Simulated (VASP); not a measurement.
Energy against volume of Rh (fcc). Calculation: MS2 meta-GGA, VASP's PBE PAW potentials (set 64) (plane waves; VASP). Run with 520 eV cut-off, 16×16×16 Γ-centred mesh, first-order Methfessel-Paxton smearing of 0.10 eV, potentials Rh_pv.

| V (Å³/atom) | E (eV/atom) |
|---|---|
| 12.842 | -5.45202 |
| 13.252 | -5.49127 |
| 13.662 | -5.50338 |
| 14.071 | -5.49283 |

Problem. Fit these four points and predict the energy of the run at 14.481 Å³/atom.

Solution. A cubic in V^(−2/3), the third-order Birch-Murnaghan form, passes through the four points with V0 = 13.66 Å³/atom and B0 = 295 GPa, and gives -5.4632 eV/atom there. The run gave -5.4634 eV/atom, -0.2 meV/atom from the fit; all five points give B0 = 294 GPa.

The compound is Rh in the fcc structure. It was relaxed first.
